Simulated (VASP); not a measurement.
## Lattice of Tb, functional by functional

Aim: relax Tb at several levels of theory and compare the cells. The starting structure is a measured crystal structure from the Crystallography Open Database.

Calculated with VASP 6.6.1; Kohn-Sham DFT with plane waves and PAW; PBEsol, r2SCAN, PBE and LDA.

## Step 1: The structure

The structure is hexagonal, space group P6_3/mmc (No. 194). Conventional cell: a = 3.609 Å, b = 3.609 Å, c = 5.697 Å, α = 90.00°, β = 90.00°, γ = 120.00°. Nearest to Tb lie 12 Tb at 3.53 to 3.61 Å.

Coordinates:

```xyz
2
Lattice="3.6092 0.0000 0.0000 -1.8046 3.1257 0.0000 0.0000 0.0000 5.6966" Properties=species:S:1:pos:R:3 pbc="T T T"
Tb    1.8046    1.0419    4.2725
Tb    0.0000    2.0838    1.4242
```

## Step 2: Relaxation with PBEsol

PBEsol restores the gradient expansion of exchange and is tuned for the cells of solids. This run starts from the cell of an earlier relaxation, which isn't shown; the restart sets up the plane waves anew.

INCAR

```
SYSTEM = Tb
PREC = Accurate
ENCUT = 520
EDIFF = 1E-07
NELM = 100
ISMEAR = 1
SIGMA = 0.15
LREAL = .FALSE.
ALGO = Normal
GGA = PS
NBANDS = 16
ISPIN = 2
MAGMOM = 0 0
LASPH = .TRUE.
LMAXMIX = 6
LORBIT = 11
LWAVE = .FALSE.
LCHARG = .FALSE.
KPAR = 4
IBRION = 2
NSW = 50
ISIF = 3
EDIFFG = -0.005
```

POSCAR

```
Tb
1.0
    3.5510565381      0.0000000000      0.0000000000
   -1.7755282691      3.0753051723      0.0000000000
    0.0000000000      0.0000000000      5.5736079609
Tb
2
Direct
    0.6666666667      0.3333333333      0.7500000000
    0.3333333333      0.6666666667      0.2500000000
```

KPOINTS

```
Automatic mesh
0
Gamma
16 16 8
0 0 0
```

PAW data sets: Tb_3 (PBE family, release 64).

Started as:

```bash
> mpirun -np 4 vasp_std
```

The log of the run:

```text
[banner, memory and clock lines left out]
running    4 mpi-ranks, on    1 nodes
 distrk:  each k-point on    1 cores,    4 groups
 distr:  one band on    1 cores,    1 groups

 POSCAR found type information on POSCAR Tb
 POSCAR found :  1 types and       2 ions
|                                                                             |
|               ----> ADVICE to this user running VASP <----                  |
|                                                                             |
|     You enforced a specific xc type in the INCAR file but a different       |
|     [... a line on the potential file left out ...]
|     I HOPE YOU KNOW WHAT YOU ARE DOING!                                     |
|                                                                             |

 LDA part: xc-table for (Slater+PW92), standard interpolation
 POSCAR, INCAR and KPOINTS ok, starting setup
 FFT: planning ... GRIDC
 FFT: planning ... GRID_SOFT
 FFT: planning ... GRID
 WAVECAR not read
 entering main loop
       N       E                     dE             d eps       ncg     rms          rms(c)
DAV:   1     0.454820524596E+02    0.45482E+02   -0.86361E+03  9600   0.101E+03
DAV:   2    -0.821322339348E+01   -0.53695E+02   -0.52094E+02 10912   0.237E+02
DAV:   3    -0.996244816028E+01   -0.17492E+01   -0.16713E+01 13384   0.268E+01
DAV:   4    -0.998405181375E+01   -0.21604E-01   -0.21577E-01 10976   0.322E+00
DAV:   5    -0.998443794654E+01   -0.38613E-03   -0.38605E-03 13440   0.354E-01    0.242E+01
DAV:   6    -0.997975013889E+01    0.46878E-02   -0.22925E-02 11760   0.103E+00    0.145E+01
DAV:   7    -0.998617964754E+01   -0.64295E-02   -0.41116E-02 12792   0.139E+00    0.226E-01
DAV:   8    -0.998575832130E+01    0.42133E-03   -0.24436E-03 11032   0.354E-01    0.576E-02
DAV:   9    -0.998575073763E+01    0.75837E-05   -0.22430E-04 13216   0.988E-02    0.288E-02
DAV:  10    -0.998574617067E+01    0.45670E-05   -0.14824E-05 11520   0.255E-02    0.138E-02
DAV:  11    -0.998574624531E+01   -0.74640E-07   -0.85499E-07 13344   0.681E-03
   1 F= -.99857462E+01 E0= -.99860614E+01  d E =-.998575E+01  mag=    -0.0000
[...]
2 F= -.99857410E+01 E0= -.99860671E+01  d E =0.526658E-05  mag=    -0.0000
[...]
3 F= -.99857453E+01 E0= -.99860665E+01  d E =0.983047E-06  mag=     0.0000
[...]
4 F= -.99857461E+01 E0= -.99860659E+01  d E =0.997388E-07  mag=     0.0000
 curvature:  -0.21 expect dE=-0.597E-06 dE for cont linesearch -0.183E-06
 ZBRENT: interpolating
 opt :   0.1497  next Energy=    -9.985747 (dE=-0.499E-06)
 bond charge predicted
       N       E                     dE             d eps       ncg     rms          rms(c)
DAV:   1    -0.998575155395E+01   -0.54453E-05   -0.10239E-04  9816   0.676E-02    0.118E-02
DAV:   2    -0.998574803065E+01    0.35233E-05   -0.73410E-06 10016   0.203E-02    0.589E-03
DAV:   3    -0.998574648285E+01    0.15478E-05   -0.34993E-06 11832   0.122E-02    0.205E-03
DAV:   4    -0.998574654762E+01   -0.64768E-07   -0.24657E-07 10120   0.370E-03
   5 F= -.99857465E+01 E0= -.99860634E+01  d E =-.302312E-06  mag=     0.0000
 curvature:  -0.68 expect dE=-0.836E-06 dE for cont linesearch -0.463E-07
 trial: gam= 0.01101 g(F)=  0.670E-49 g(S)=  0.123E-05 ort = 0.105E-05 (trialstep = 0.830E+00)
 search vector abs. value=  0.126E-05
 reached required accuracy - stopping structural energy minimisation
```

The job ended after 67 s (4 MPI ranks of Intel Xeon 6975P-C (Granite Rapids), shared host; peak memory 1.4 GiB; 4.4 min of CPU time).

The logs omit lines about the potential files and the build; timing stands in the text.

Parts of OUTCAR (step 2):

```text
ion  position               nearest neighbor table
   1  0.667  0.333  0.750-   2 3.46   2 3.46   2 3.46   2 3.46   2 3.46   2 3.46
   2  0.333  0.667  0.250-   1 3.46   1 3.46   1 3.46   1 3.46   1 3.46   1 3.46

  LATTYP: Found a hexagonal cell.
 ALAT       =     3.5510565381
 C/A-ratio  =     1.5695632838

 Subroutine GETGRP returns: Found 24 space group operations
 (whereof 12 operations were pure point group operations)

The static configuration has the point symmetry D_3d.
 The point group associated with its full space group is D_6h.

 Found    150 irreducible k-points:

   k-points           NKPTS =    150   k-points in BZ     NKDIM =    150   number of bands    NBANDS=     16

   dimension x,y,z NGX =    28 NGY =   28 NGZ =   42
   dimension x,y,z NGXF=    56 NGYF=   56 NGZF=   84

   ENCUT  =  520.0 eV  38.22 Ry    6.18 a.u.   6.60  6.60 10.36*2*pi/ulx,y,z

   NELECT =      18.0000    total number of electrons

 k-points in reciprocal lattice and weights: Automatic mesh
   0.00000000  0.00000000  0.00000000       0.000
   0.06250000 -0.00000000  0.00000000       0.003
   0.12500000 -0.00000000  0.00000000       0.003
   0.18750000  0.00000000  0.00000000       0.003
   0.25000000 -0.00000000  0.00000000       0.003
   0.31250000 -0.00000000  0.00000000       0.003
   0.37500000  0.00000000  0.00000000       0.003
   0.43750000 -0.00000000  0.00000000       0.003
   0.50000000 -0.00000000  0.00000000       0.001
[...]
0.37500000  0.25000000  0.50000000       0.003
   0.31250000  0.31250000  0.50000000       0.003

 average (electrostatic) potential at core
       1 -35.3187       2 -35.3187

 E-fermi :   3.3797

 spin component 1
 k-point     1 :       0.0000    0.0000    0.0000
  band No.  band energies     occupation
    ...
      4     -18.6571      1.00000
      5     -18.6571      1.00000
      6     -18.6014      1.00000
      7      -1.6668      1.00000
      8       1.1202      1.00000
      9       4.9999     -0.00000
     10       5.1310     -0.00000
     11       5.1310     -0.00000
     12       5.4989     -0.00000
     13       5.8775     -0.00000
    ...

 k-point     2 :       0.0625   -0.0000    0.0000
  band No.  band energies     occupation
    ...
      4     -18.6815      1.00000
      5     -18.6599      1.00000
      6     -18.6065      1.00000
      7      -1.5655      1.00000
      8       1.2179      1.00000
      9       4.8462     -0.00000
     10       4.8543     -0.00000
     11       5.2267     -0.00000
     12       5.7020     -0.00000
     13       5.7712     -0.00000
    ...

 k-point     3 :       0.1250   -0.0000    0.0000
  band No.  band energies     occupation
    ...
      4     -18.7497      1.00000
      5     -18.6682      1.00000
      6     -18.6218      1.00000
      7      -1.2716      1.00000
      8       1.4921      1.00000
      9       4.4032     -0.00000
     10       4.4389     -0.00000
     11       5.4605     -0.00000
     12       5.5114     -0.00000
     13       5.9941     -0.00000
    ...

 k-point     4 :       0.1875    0.0000    0.0000
  band No.  band energies     occupation
    ...
      4     -18.8483      1.00000
      5     -18.6817      1.00000
      6     -18.6474      1.00000
      7      -0.8142      1.00000
      8       1.8713      1.00000
      9       3.9100     -0.00000
     10       3.9667     -0.00000
     11       5.1221     -0.00000
     12       5.7234     -0.00000
     13       5.7390     -0.00000
    ...

 k-point     5 :       0.2500   -0.0000    0.0000
  band No.  band energies     occupation
    ...
      5     -18.6986      1.00000
      6     -18.6829      1.00000
      7      -0.2431      1.00000
      8       2.1830      1.00000
      9       3.3797      0.50012
     10       3.6818     -0.00764
     11       4.8954     -0.00000
     12       5.4316     -0.00000
     13       5.4858     -0.00000
     14       6.6071      0.00000
    ...

 k-point     6 :       0.3125   -0.0000    0.0000
  band No.  band energies     occupation
    ...
      5     -18.7272      1.00000
      6     -18.7163      1.00000
      7       0.3690      1.00000
      8       2.2189      1.00000
      9       2.9196      1.00006
     10       3.6125     -0.02528
     11       4.9561     -0.00000
     12       5.1678     -0.00000
     13       5.2911     -0.00000
     14       7.3769      0.00000
    ...

  Total        0.0026437      0.0026437     -0.0060938     -0.0000000      0.0000000      0.0000000
  in kB        0.0695792      0.0695792     -0.1603795     -0.0000000      0.0000000      0.0000000
  external PRESSURE =      -0.0070737 kB  Pullay stress =       0.0000000 kB

  energy-cutoff  :      520.00
  volume of cell :       60.88
      direct lattice vectors                 reciprocal lattice vectors
     3.551280582 -0.000000000  0.000000000     0.281588564  0.162575233  0.000000000
    -1.775640291  3.075499200 -0.000000000     0.000000000  0.325150467  0.000000000
     0.000000000  0.000000000  5.573768835     0.000000000  0.000000000  0.179411818

 POSITION                                       TOTAL-FORCE (eV/Angst)
 -----------------------------------------------------------------------------------
      1.77564      1.02517      4.18033         0.000000      0.000000      0.000000
     -0.00000      2.05033      1.39344        -0.000000     -0.000000      0.000000
 -----------------------------------------------------------------------------------
    total drift:                               -0.000000      0.000000     -0.000000

  FREE ENERGIE OF THE ION-ELECTRON SYSTEM (eV)
  ---------------------------------------------------
  free  energy   TOTEN  =        -9.9857465476 eV

  energy  without entropy=       -9.9866972380  energy(sigma->0) =       -9.98606344

 reached required accuracy - stopping structural energy minimisation

 total charge
# of ion       s       p       d       tot
------------------------------------------
    1        0.411   6.315   1.172   7.897
    2        0.411   6.315   1.172   7.897
--------------------------------------------------
tot          0.822  12.630   2.343  15.795

 magnetization (x)
# of ion       s       p       d       tot
------------------------------------------
    1        0.000  -0.000   0.000   0.000
    2        0.000  -0.000   0.000   0.000
--------------------------------------------------
tot          0.000  -0.000   0.000   0.000

[... 1 further part left out ...]
```

CONTCAR:

```
Tb
   1.00000000000000
     3.5512805820150186   -0.0000000000000036    0.0000000000000000
    -1.7756402910575158    3.0754992000219770   -0.0000000000000000
     0.0000000000000000    0.0000000000000000    5.5737688346033201
  Tb
     2
Direct
     0.6666666667000030    0.3333333332999970    0.7500000000000000
     0.3333333332999970    0.6666666667000030    0.2500000000000000
```

The data set Tb_3 holds the 4f electrons frozen in the core, so no f bands or f moments appear. The PAW data sets were made with PBE, which is usual practice but a small mismatch for other functionals. The run keeps the 24 symmetry operations of its start, so it cannot find a distortion of lower symmetry.

With PBEsol the relaxed cell holds 30.438 Å³ an atom, -5.27 % against the measured cell, with a = 3.551 Å and c = 5.574 Å.

## Step 3: Relaxation with r2SCAN

r2SCAN adds the kinetic-energy density, costs more than a GGA and is run with LASPH. This run starts from the cell of an earlier relaxation, which isn't shown; the restart sets up the plane waves anew.

INCAR, as its differences from that of step 2:

```diff
@@ -9,3 +9,4 @@
 ALGO = Normal
-GGA = PS
+METAGGA = R2SCAN
+LASPH = .TRUE.
 NBANDS = 16
@@ -13,3 +14,2 @@
 MAGMOM = 0 0
-LASPH = .TRUE.
 LMAXMIX = 6
```

POSCAR

```
Tb
1.0
    3.6618340655      0.0000000000      0.0000000000
   -1.8309170327      3.1712413251      0.0000000000
    0.0000000000      0.0000000000      5.6244642930
Tb
2
Direct
    0.6666666667      0.3333333333      0.7500000000
    0.3333333333      0.6666666667      0.2500000000
```

KPOINTS is that of step 2.

Started as:

```bash
> mpirun -np 4 vasp_std
```

The log of the run:

```text
[banner, memory and clock lines left out]
running    4 mpi-ranks, on    1 nodes
[...]
[... a notice as in an earlier step ...]

 LDA part: xc-table for (None), standard interpolation
 POSCAR, INCAR and KPOINTS ok, starting setup
[...]
entering main loop
       N       E                     dE             d eps       ncg     rms          rms(c)
DAV:   1    -0.826243944370E+01   -0.82624E+01   -0.89749E+03  9600   0.104E+03
DAV:   2    -0.629832423764E+02   -0.54721E+02   -0.53202E+02 10616   0.244E+02
DAV:   3    -0.648649797899E+02   -0.18817E+01   -0.18059E+01 13704   0.279E+01
DAV:   4    -0.648932431471E+02   -0.28263E-01   -0.28221E-01 11416   0.366E+00
[...]
DAV:  11    -0.624373494845E+02   -0.80551E-05   -0.71291E-06 11720   0.221E-02    0.117E-02
DAV:  12    -0.624373508105E+02   -0.13260E-05   -0.77408E-07 12392   0.723E-03    0.278E-03
DAV:  13    -0.624373507251E+02    0.85400E-07   -0.33221E-08  7432   0.121E-03
   1 F= -.62437351E+02 E0= -.62438906E+02  d E =-.624374E+02  mag=     0.0000
[...]
reached required accuracy - stopping structural energy minimisation
```

Elapsed: 1.8 min, on 4 MPI ranks; peak memory 1.4 GiB.

From OUTCAR (step 3):

```text
  Total       -0.0075659     -0.0075659      0.0037108     -0.0000000      0.0000000      0.0000000
  in kB       -0.1855930     -0.1855930      0.0910266     -0.0000000      0.0000000      0.0000000
  external PRESSURE =      -0.0933865 kB  Pullay stress =       0.0000000 kB

 POSITION                                       TOTAL-FORCE (eV/Angst)
 -----------------------------------------------------------------------------------
      1.83092      1.05708      4.21835        -0.000000      0.000000      0.000000
     -0.00000      2.11416      1.40612         0.000000     -0.000000      0.000000
 -----------------------------------------------------------------------------------
    total drift:                                0.000000     -0.000000      0.000000

  FREE ENERGIE OF THE ION-ELECTRON SYSTEM (eV)
  ---------------------------------------------------
  free  energy   TOTEN  =       -62.4373507251 eV

  energy  without entropy=      -62.4420154120  energy(sigma->0) =      -62.43890562

 magnetization (x)
# of ion       s       p       d       tot
------------------------------------------
    1       -0.000   0.000   0.000  -0.000
    2       -0.000   0.000   0.000  -0.000
--------------------------------------------------
tot         -0.000   0.000   0.000  -0.000

[... 2 parts as in an earlier step ...]

[... 2 further parts left out ...]
[key lines of the parts left out:]
E-fermi :   3.0952
```

With r2SCAN the relaxed cell holds 32.657 Å³ an atom, +1.63 % against the measured cell, with a = 3.662 Å and c = 5.624 Å. That is +7.29 % from PBEsol.

[end of part 1 of 2]

[Lines on the potential files, build, host, timing and source positions are cut from VASP's logs without a mark.]

[Logs are printed without paths, hosts, clocks, repeated set-up lines and the standing remarks that a program may print on its own settings, such as how far it seeks lower states.]

[Hosts, paths, dates, database ids (printed as entryN), source tags and the programs' standing remarks are cut or masked in the printed files.]
